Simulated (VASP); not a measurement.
```
CELL_PARAMETERS angstrom
      2.00914    -2.00913     0.00000
      2.00914     2.00913     0.00000
      0.00000     0.00000     2.89721
ATOMIC_POSITIONS crystal
  Al 0.00000 0.00000 0.00000
  Ni 0.50000 0.50000 0.50000
```

Level of theory: r2SCAN meta-GGA, VASP's PBE PAW potentials (set 64) (plane waves; VASP). Run with 400 eV cut-off, 14×14×14 Γ-centred mesh, tetrahedra with Blöchl corrections, potentials Al Ni.

Task: Predict the energy per atom (σ→0), band gap (over mesh and band path) with the smallest direct gap where there is one.

Result: 
```
Item                                                                   Value
----------------------------------  ----------------------------------------
band gap (over mesh and band path)  none (metal, semimetal or under 0.01 eV)
energy per atom (σ→0)                                        -10.033 eV/atom
```

The structure comes from a computed database's AlNi entry (Cmmm); how it stands against other phases isn't given here. It was relaxed first. The relaxed cell has space group P4/mmm. The run is not spin-polarised, so no magnetic state was tried. The electron count is odd and the run is not spin-polarised, which forces a metal.
